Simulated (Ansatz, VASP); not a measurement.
**CeO2 (Cerianite): VASP beside Ansatz**

Wanted: the spread between two codes on one cell, functional and k mesh. The cell is taken from a series of VASP runs on this material, whose earlier steps may have relaxed, scaled or displaced it; both programs get it as it stands.

Calculated with Ansatz 0.2.0; plane waves, with VASP 6.6.1 beside it; zone-centre phonons at LDA, DFT+U.

In doubt: the elements are of a kind flagged for part-filled d or f shells, though by formal charges that shell is empty here, so the flag may not apply; the elements are of a kind flagged for part-filled d or f shells, though by formal charges that shell is empty here, so the flag may not apply.

## Step 1: The starting structure

Symmetry: Fm-3m, No. 225, cubic system. The conventional cell has a = 5.411 Å, b = 5.411 Å, c = 5.411 Å, α = 90.00°, β = 90.00°, γ = 90.00°. Nearest to Ce lie 8 O at 2.34 Å. Nearest to O lie 4 Ce at 2.34 Å. Farther neighbours and most contacts between anions are not listed.

Structure file:

```cif
data_structure
_symmetry_space_group_name_H-M 'P 1'
_symmetry_Int_Tables_number 1
_cell_length_a 3.8262
_cell_length_b 3.8262
_cell_length_c 3.8262
_cell_angle_alpha 60.000
_cell_angle_beta 60.000
_cell_angle_gamma 60.000
_cell_volume 39.61
loop_
_atom_site_label
_atom_site_type_symbol
_atom_site_fract_x
_atom_site_fract_y
_atom_site_fract_z
_atom_site_occupancy
Ce1 Ce 0.00000 0.00000 0.00000 1
O2 O 0.75000 0.75000 0.75000 1
O3 O 0.25000 0.25000 0.25000 1
```

## Step 2: VASP: zone-centre phonons, LDA, DFT+U

Second derivatives magnify differences that forces hide, and they need a tight electronic threshold.

Lines of VASP's logs that name or quote its potential files are left out, and so is its time.

INCAR

```
SYSTEM = CeO2
PREC = Accurate
ENCUT = 520
EDIFF = 1E-08
NELM = 100
ISMEAR = 0
SIGMA = 0.03
LREAL = .FALSE.
ALGO = Normal
GGA = CA
NBANDS = 19
ISPIN = 2
MAGMOM = 1 0 0
LDAU = .TRUE.
LDAUTYPE = 2
LDAUL = 3 -1
LDAUU = 6 0
LDAUJ = 0 0
LDAUPRINT = 1
LASPH = .TRUE.
LMAXMIX = 6
LORBIT = 11
LWAVE = .FALSE.
LCHARG = .FALSE.
KPAR = 2
IBRION = 6
NFREE = 2
POTIM = 0.015
NSW = 1
ISIF = 2
```

POSCAR

```
CeO2
1.0
    0.0000000000      2.7055000000      2.7055000000
    2.7055000000      0.0000000000      2.7055000000
    2.7055000000      2.7055000000      0.0000000000
Ce O
1 2
Direct
    0.0000000000      0.0000000000      0.0000000000
    0.7500000000      0.7500000000      0.7500000000
    0.2500000000      0.2500000000      0.2500000000
```

KPOINTS

```
Automatic mesh
0
Gamma
8 8 8
0 0 0
```

PAW data sets: Ce and O (LDA family, release 64).

Launch:

```
$ mpirun -np 2 vasp_std
```

Numbers of over 12 decimals in the logs are rounded to 6 here.

What it wrote:

```text
[banner, memory and clock lines left out]
running    2 mpi-ranks, on    1 nodes
 distrk:  each k-point on    1 cores,    2 groups
 distr:  one band on    1 cores,    1 groups

 POSCAR found type information on POSCAR CeO
 POSCAR found :  2 types and       3 ions
 LDA part: xc-table for (Slater(with rela. corr.)+CA(PZ))
 , standard interpolation
 POSCAR, INCAR and KPOINTS ok, starting setup
 FFT: planning ... GRIDC
 FFT: planning ... GRID_SOFT
 FFT: planning ... GRID
 WAVECAR not read
 entering main loop
       N       E                     dE             d eps       ncg     rms          rms(c)
DAV:   1     0.246572303774E+03    0.24657E+03   -0.11074E+04  2228   0.150E+03
DAV:   2     0.195949589849E+01   -0.24461E+03   -0.21510E+03  2913   0.294E+02
DAV:   3    -0.321120773781E+02   -0.34072E+02   -0.31990E+02  2483   0.141E+02
DAV:   4    -0.332055571296E+02   -0.10935E+01   -0.10923E+01  3447   0.232E+01
DAV:   5    -0.332604019087E+02   -0.54845E-01   -0.54832E-01  3645   0.435E+00    0.886E+02
DAV:   6    -0.268465690926E+02    0.64138E+01   -0.49867E+01  3460   0.455E+01    0.322E+02
DAV:   7    -0.291007214141E+02   -0.22542E+01   -0.25267E+01  3311   0.614E+01    0.419E+02
DAV:   8    -0.267869052486E+02    0.23138E+01   -0.48979E+00  3258   0.185E+01    0.418E+01
DAV:   9    -0.264851118583E+02    0.30179E+00   -0.24727E+00  3220   0.119E+01    0.542E+01
DAV:  10    -0.265013180492E+02   -0.16206E-01   -0.17872E-01  3030   0.287E+00    0.210E+01
DAV:  11    -0.265052220081E+02   -0.39040E-02   -0.20714E-02  3326   0.111E+00    0.683E+01
DAV:  12    -0.265006600504E+02    0.45620E-02   -0.40436E-02  2892   0.230E+00    0.749E+00
DAV:  13    -0.264989696943E+02    0.16904E-02   -0.71276E-03  2564   0.966E-01    0.205E+01
DAV:  14    -0.264992729903E+02   -0.30330E-03   -0.14421E-03  3191   0.261E-01    0.139E+01
DAV:  15    -0.264991348787E+02    0.13811E-03   -0.11853E-04  3014   0.104E-01    0.117E+01
DAV:  16    -0.264987679587E+02    0.36692E-03   -0.11129E-03  2995   0.261E-01    0.790E+00
DAV:  17    -0.264987298930E+02    0.38066E-04   -0.15622E-04  2396   0.844E-02    0.378E+00
DAV:  18    -0.264987219557E+02    0.79374E-05   -0.29117E-05  3219   0.633E-02    0.373E-01
DAV:  19    -0.264987244024E+02   -0.24467E-05   -0.20657E-05  3108   0.453E-02    0.119E+00
DAV:  20    -0.264987217564E+02    0.26460E-05   -0.66509E-06  2904   0.309E-02    0.325E-01
DAV:  21    -0.264987217626E+02   -0.62537E-08   -0.14561E-06  3388   0.112E-02    0.261E-02
DAV:  22    -0.264987218509E+02   -0.88263E-07   -0.72263E-07  3110   0.790E-03    0.894E-02
DAV:  23    -0.264987217913E+02    0.59592E-07   -0.19089E-07  2976   0.501E-03    0.226E-02
DAV:  24    -0.264987217911E+02    0.19463E-09   -0.16594E-08  1864   0.933E-04
   1 F= -.26498722E+02 E0= -.26498722E+02  d E =-.259789E-12  mag=     0.0000
[...]
2 F= -.26497669E+02 E0= -.26497669E+02  d E =-.213291E-12  mag=     0.0000
[...]
3 F= -.26497669E+02 E0= -.26497669E+02  d E =-.213515E-12  mag=    -0.0000
[...]
4 F= -.26497752E+02 E0= -.26497752E+02  d E =-.376264E-12  mag=    -0.0000
 Finite differences progress:
  Degree of freedom:   2/  2
  Displacement:        1/  2
  Total:               3/  4
 bond charge predicted
       N       E                     dE             d eps       ncg     rms          rms(c)
DAV:   1    -0.264958428951E+02    0.19092E-02   -0.33251E+00  7268   0.117E+01    0.970E+00
DAV:   2    -0.264982218393E+02   -0.23789E-02   -0.35068E-02  8396   0.143E+00    0.943E+00
DAV:   3    -0.264979062563E+02    0.31558E-03   -0.17971E-03 11380   0.274E-01    0.594E+00
DAV:   4    -0.264977970898E+02    0.10917E-03   -0.11404E-03  9468   0.295E-01    0.240E+00
DAV:   5    -0.264977585432E+02    0.38547E-04   -0.21057E-04  9240   0.151E-01    0.366E-01
DAV:   6    -0.264977541610E+02    0.43822E-05   -0.38681E-05 10972   0.490E-02    0.767E-02
DAV:   7    -0.264977535321E+02    0.62890E-06   -0.25396E-05 10224   0.452E-02    0.411E-01
DAV:   8    -0.264977520652E+02    0.14669E-05   -0.89651E-06 10196   0.293E-02    0.241E-02
DAV:   9    -0.264977520683E+02   -0.30941E-08   -0.54862E-07  8254   0.586E-03    0.367E-02
DAV:  10    -0.264977520547E+02    0.13642E-07   -0.88306E-08 10466   0.214E-03    0.237E-02
DAV:  11    -0.264977520532E+02    0.14302E-08   -0.34128E-08  5878   0.148E-03
   5 F= -.26497752E+02 E0= -.26497752E+02  d E =-.380016E-12  mag=    -0.0000
 Finite differences progress:
  Degree of freedom:   2/  2
  Displacement:        2/  2
  Total:               4/  4
```

OUTCAR, selected parts (step 2):

```text
ion  position               nearest neighbor table
   1  0.000  0.000  0.000-   2 2.34   2 2.34   2 2.34   3 2.34   3 2.34   3 2.34   3 2.34   2 2.34

  LATTYP: Found a face centered cubic cell.
 ALAT       =     5.4110000000

 Subroutine GETGRP returns: Found 48 space group operations
 (whereof 48 operations were pure point group operations)

The static configuration has the point symmetry O_h .

 Found     29 irreducible k-points:

   k-points           NKPTS =     29   k-points in BZ     NKDIM =     29   number of bands    NBANDS=     19

   dimension x,y,z NGX =    28 NGY =   28 NGZ =   28
   dimension x,y,z NGXF=    56 NGYF=   56 NGZF=   56

   ENCUT  =  520.0 eV  38.22 Ry    6.18 a.u.   7.11  7.11  7.11*2*pi/ulx,y,z

   NELECT =      24.0000    total number of electrons

 k-points in reciprocal lattice and weights: Automatic mesh
   0.00000000  0.00000000  0.00000000       0.002
   0.12500000  0.00000000  0.00000000       0.016
   0.25000000  0.00000000  0.00000000       0.016
   0.37500000  0.00000000  0.00000000       0.016
   0.50000000  0.00000000  0.00000000       0.008
   0.12500000  0.12500000  0.00000000       0.012
   0.25000000  0.12500000  0.00000000       0.047
   0.37500000  0.12500000  0.00000000       0.047
   0.50000000  0.12500000  0.00000000       0.047
[...]
-0.37500000  0.50000000  0.12500000       0.023
  -0.25000000  0.50000000  0.25000000       0.012

atom =   1  type =  1  l = 3

 onsite density matrix

spin component  1

  0.0382  0.0000  0.0093  0.0004 -0.0000 -0.0002  0.0000
  0.0000  0.1401 -0.0000  0.0000 -0.0011 -0.0000  0.0014
  0.0093 -0.0000  0.0334  0.0002 -0.0000  0.0001  0.0000
  0.0004  0.0000  0.0002  0.0454 -0.0000  0.0000 -0.0000
 -0.0000 -0.0011 -0.0000 -0.0000  0.0334 -0.0000 -0.0093
 -0.0002 -0.0000  0.0001  0.0000 -0.0000  0.0262  0.0000
  0.0000  0.0014  0.0000 -0.0000 -0.0093  0.0000  0.0382

spin component  2

  0.0382  0.0000  0.0093  0.0004  0.0000 -0.0002  0.0000
  0.0000  0.1401 -0.0000  0.0000 -0.0011 -0.0000  0.0014
  0.0093 -0.0000  0.0334  0.0002  0.0000  0.0001 -0.0000
  0.0004  0.0000  0.0002  0.0454 -0.0000  0.0000  0.0000
  0.0000 -0.0011  0.0000 -0.0000  0.0334 -0.0000 -0.0093
 -0.0002 -0.0000  0.0001  0.0000 -0.0000  0.0262 -0.0000
  0.0000  0.0014 -0.0000  0.0000 -0.0093 -0.0000  0.0382

 occupancies and eigenvectors

  o =  0.0260  v =  0.0000  0.0000  0.0000  0.0000  0.0000  0.0000  0.0000 -0.4353  0.0000  0.5572  0.0029 -0.0000 -0.7071 -0.0000      0.0000  0.0000  0.0000  0.0000  0.0000  0.0000  0.0000  0.0000  0.0000  0.0000  0.0000  0.0000  0.0000  0.0000
  o =  0.0260  v = -0.4353 -0.0000  0.5572  0.0029  0.0000 -0.7071  0.0000  0.0000  0.0000  0.0000  0.0000  0.0000  0.0000  0.0000      0.0000  0.0000  0.0000  0.0000  0.0000  0.0000  0.0000  0.0000  0.0000  0.0000  0.0000  0.0000  0.0000  0.0000
  o =  0.0262  v =  0.0000  0.0000  0.0000  0.0000  0.0000  0.0000  0.0000 -0.0000 -0.0000  0.0000 -0.0000  0.7906 -0.0000  0.6124      0.0000  0.0000  0.0000  0.0000  0.0000  0.0000  0.0000  0.0000  0.0000  0.0000  0.0000  0.0000  0.0000  0.0000
  o =  0.0262  v =  0.0000 -0.0000 -0.0000 -0.0000  0.7906  0.0000  0.6124  0.0000  0.0000  0.0000  0.0000  0.0000  0.0000  0.0000      0.0000  0.0000  0.0000  0.0000  0.0000  0.0000  0.0000  0.0000  0.0000  0.0000  0.0000  0.0000  0.0000  0.0000
  o =  0.0264  v =  0.0000  0.0000  0.0000  0.0000  0.0000  0.0000  0.0000  0.4314 -0.0000 -0.5603 -0.0020  0.0000 -0.7071  0.0000      0.0000  0.0000  0.0000  0.0000  0.0000  0.0000  0.0000  0.0000  0.0000  0.0000  0.0000  0.0000  0.0000  0.0000
  o =  0.0264  v =  0.4314 -0.0000 -0.5603 -0.0020 -0.0000 -0.7071 -0.0000  0.0000  0.0000  0.0000  0.0000  0.0000  0.0000  0.0000      0.0000  0.0000  0.0000  0.0000  0.0000  0.0000  0.0000  0.0000  0.0000  0.0000  0.0000  0.0000  0.0000  0.0000
  o =  0.0450  v =  0.0000  0.0000  0.0000  0.0000  0.0000  0.0000  0.0000  0.5572  0.0000  0.4353 -0.7071  0.0000 -0.0029 -0.0000      0.0000  0.0000  0.0000  0.0000  0.0000  0.0000  0.0000  0.0000  0.0000  0.0000  0.0000  0.0000  0.0000  0.0000
[...]
band No.  band energies     occupation
    ...
      8       2.0994      1.00000
      9       3.9792      1.00000
     10       4.0016      1.00000
     11       4.6189      1.00000
     12       4.6254      1.00000
     13       7.7839      0.00000
     14       8.1674      0.00000
     15       8.1686      0.00000
     16       8.3643      0.00000
     17       8.3676      0.00000
    ...

 k-point     6 :       0.1250    0.1250    0.0000
  band No.  band energies     occupation
    ...
      8       1.4787      1.00000
      9       1.6876      1.00000
     10       4.1513      1.00000
     11       4.9849      1.00000
     12       4.9851      1.00000
     13       7.9781      0.00000
     14       8.2959      0.00000
     15       8.3607      0.00000
     16       8.3609      0.00000
     17       8.5380      0.00000
    ...

 spin component 2
 k-point     1 :       0.0000    0.0000    0.0000
  band No.  band energies     occupation
    ...
      8       1.2155      1.00000
      9       1.2309      1.00000
     10       4.8620      1.00000
     11       4.8785      1.00000
     12       4.8945      1.00000
     13       7.9549      0.00000
     14       8.3537      0.00000
     15       8.3565      0.00000
     16       8.3592      0.00000
     17       8.7530      0.00000
    ...

 k-point     2 :       0.1250    0.0000    0.0000
  band No.  band energies     occupation
    ...
      8       1.3689      1.00000
      9       1.6456      1.00000
     10       4.6784      1.00000
     11       4.7765      1.00000
     12       4.7961      1.00000
     13       7.9706      0.00000
     14       8.3284      0.00000
     15       8.3320      0.00000
     16       8.3597      0.00000
     17       8.6372      0.00000
    ...

 k-point     3 :       0.2500    0.0000    0.0000
  band No.  band energies     occupation
    ...
      8       1.7070      1.00000
      9       2.6301      1.00000
     10       4.3327      1.00000
     11       4.6134      1.00000
     12       4.6264      1.00000
     13       8.0074      0.00000
     14       8.2520      0.00000
     15       8.2540      0.00000
     16       8.3629      0.00000
     17       8.3969      0.00000
    ...

 k-point     4 :       0.3750    0.0000    0.0000
  band No.  band energies     occupation
    ...
      8       2.0018      1.00000
      9       3.5582      1.00000
     10       4.1210      1.00000
     11       4.5851      1.00000
     12       4.5853      1.00000
     13       7.9074      0.00000
     14       8.1881      0.00000
     15       8.1884      0.00000
     16       8.3083      0.00000
     17       8.3662      0.00000
    ...

 k-point     5 :       0.5000    0.0000    0.0000
  band No.  band energies     occupation
    ...
      8       2.0994      1.00000
      9       3.9792      1.00000
     10       4.0016      1.00000
     11       4.6189      1.00000
     12       4.6254      1.00000
     13       7.7839      0.00000
     14       8.1674      0.00000
     15       8.1686      0.00000
     16       8.3643      0.00000
     17       8.3676      0.00000
    ...

  Total        0.1398953      0.1377583      0.1377583      0.0000000     -0.0599624      0.0000000
  in kB        5.6590174      5.5725747      5.5725747      0.0000000     -2.4255885      0.0000000
  external PRESSURE =       5.6013889 kB  Pullay stress =       0.0000000 kB

  energy-cutoff  :      520.00
  volume of cell :       39.61
      direct lattice vectors                 reciprocal lattice vectors
     0.000000000  2.705500000  2.705500000    -0.184808723  0.184808723  0.184808723
     2.705500000  0.000000000  2.705500000     0.184808723 -0.184808723  0.184808723
     2.705500000  2.705500000  0.000000000     0.184808723  0.184808723 -0.184808723

 POSITION                                       TOTAL-FORCE (eV/Angst)
 -----------------------------------------------------------------------------------
      0.00000      0.00000      0.00000        -0.069983      0.000000      0.000000
      4.04325      4.05825      4.05825         0.129482     -0.000000     -0.000000
      1.35275      1.35275      1.35275        -0.059499     -0.000000     -0.000000
 -----------------------------------------------------------------------------------
    total drift:                               -0.000319      0.000001      0.000001

  FREE ENERGIE OF THE ION-ELECTRON SYSTEM (eV)
  ---------------------------------------------------
  free  energy   TOTEN  =       -26.4977520532 eV

  energy  without entropy=      -26.4977520532  energy(sigma->0) =      -26.49775205

 Eigenvectors and eigenvalues of the dynamical matrix
 ----------------------------------------------------

   1 f  =   13.875357 THz    87.181440 2PiTHz  462.832094 cm-1    57.383840 meV
             X         Y         Z           dx          dy          dz
      0.000000  0.000000  0.000000     0.000000   -0.000000   -0.000000
      4.058250  4.058250  4.058250     0.053392   -0.705088   -0.000000
      1.352750  1.352750  1.352750    -0.053392    0.705088    0.000000

   2 f  =   13.875357 THz    87.181440 2PiTHz  462.832094 cm-1    57.383840 meV
             X         Y         Z           dx          dy          dz
      0.000000  0.000000  0.000000    -0.000000    0.000000   -0.000000
      4.058250  4.058250  4.058250    -0.000000    0.000000   -0.707107
      1.352750  1.352750  1.352750     0.000000   -0.000000    0.707107

   3 f  =   13.875357 THz    87.181440 2PiTHz  462.832094 cm-1    57.383840 meV
             X         Y         Z           dx          dy          dz
      0.000000  0.000000  0.000000    -0.000000    0.000000    0.000000
      4.058250  4.058250  4.058250     0.705088    0.053392   -0.000000
      1.352750  1.352750  1.352750    -0.705088   -0.053392    0.000000

   4 f  =    9.362264 THz    58.824837 2PiTHz  312.291501 cm-1    38.719194 meV
             X         Y         Z           dx          dy          dz
      0.000000  0.000000  0.000000    -0.088738    0.366861    0.208773
      4.058250  4.058250  4.058250     0.131245   -0.542592   -0.308779
      1.352750  1.352750  1.352750     0.131245   -0.542592   -0.308779

   5 f  =    9.362264 THz    58.824837 2PiTHz  312.291501 cm-1    38.719194 meV
             X         Y         Z           dx          dy          dz
      0.000000  0.000000  0.000000    -0.058475    0.200596   -0.377346
      4.058250  4.058250  4.058250     0.086485   -0.296684    0.558100
      1.352750  1.352750  1.352750     0.086485   -0.296684    0.558100

   6 f  =    9.362264 THz    58.824837 2PiTHz  312.291501 cm-1    38.719194 meV
             X         Y         Z           dx          dy          dz
      0.000000  0.000000  0.000000    -0.418036   -0.105934    0.008466
      4.058250  4.058250  4.058250     0.618281    0.156678   -0.012521
      1.352750  1.352750  1.352750     0.618281    0.156678   -0.012521

   7 f/i=    0.001512 THz     0.009501 2PiTHz    0.050441 cm-1     0.006254 meV
             X         Y         Z           dx          dy          dz
      0.000000  0.000000  0.000000    -0.521919    0.735477   -0.025010
      4.058250  4.058250  4.058250    -0.176442    0.248638   -0.008455
      1.352750  1.352750  1.352750    -0.176442    0.248638   -0.008455

   8 f/i=    0.001512 THz     0.009501 2PiTHz    0.050441 cm-1     0.006254 meV
             X         Y         Z           dx          dy          dz
      0.000000  0.000000  0.000000    -0.734530   -0.522517   -0.037330
      4.058250  4.058250  4.058250    -0.248318   -0.176644   -0.012620
      1.352750  1.352750  1.352750    -0.248318   -0.176644   -0.012620

   9 f/i=    0.001512 THz     0.009501 2PiTHz    0.050441 cm-1     0.006254 meV
             X         Y         Z           dx          dy          dz
      0.000000  0.000000  0.000000     0.044917    0.001233   -0.901073
      4.058250  4.058250  4.058250     0.015185    0.000417   -0.304620
      1.352750  1.352750  1.352750     0.015185    0.000417   -0.304620

 ELASTIC MODULI CONTR FROM IONIC RELAXATION (kBar)
 Direction    XX          YY          ZZ          XY          YZ          ZX
 --------------------------------------------------------------------------------
 XX          -0.0000     -0.0000     -0.0000      0.0000      0.0000      0.0000
 YY          -0.0000     -0.0000     -0.0000      0.0000      0.0000      0.0000
 ZZ          -0.0000     -0.0000     -0.0000      0.0000      0.0000      0.0000
 XY           0.0000      0.0000      0.0000   -102.5958     -0.0000     -0.0000
 YZ           0.0000      0.0000      0.0000     -0.0000   -102.5958     -0.0000
 ZX           0.0000      0.0000      0.0000     -0.0000     -0.0000   -102.5958
 --------------------------------------------------------------------------------

 total charge
# of ion       s       p       d       f       tot
--------------------------------------------------
    1        2.016   5.820   0.996   0.698   9.530
    2        1.562   3.450   0.000   0.000   5.012
    3        1.562   3.450   0.000   0.000   5.012
--------------------------------------------------
tot          5.141  12.721   0.996   0.698  19.555

 magnetization (x)
# of ion       s       p       d       f       tot
--------------------------------------------------
    1       -0.000  -0.000   0.000  -0.000  -0.000
    2       -0.000  -0.000   0.000   0.000  -0.000
    3       -0.000  -0.000   0.000   0.000  -0.000
--------------------------------------------------
tot         -0.000  -0.000   0.000  -0.000  -0.000
```

CONTCAR:

```
CeO2
   1.00000000000000
     0.0000000000000000    2.7054999999999998    2.7054999999999998
     2.7054999999999998    0.0000000000000000    2.7054999999999998
     2.7054999999999998    2.7054999999999998    0.0000000000000000
  Ce              O
     1     2
Direct
     0.0000000000000000    0.0000000000000000    0.0000000000000000
     0.7527721308445757    0.7472278691554241    0.7472278691554241
     0.2500000000000000    0.2500000000000000    0.2500000000000000
```

[end of part 1 of 2]

[Lines on the potential files, build, host, timing and source positions are cut from VASP's logs without a mark.]

[Logs are printed without paths, hosts, clocks, repeated set-up lines and the standing remarks that a program may print on its own settings, such as how far it seeks lower states.]

[Hosts, paths, dates, database ids (printed as entryN), source tags and the programs' standing remarks are cut or masked in the printed files.]
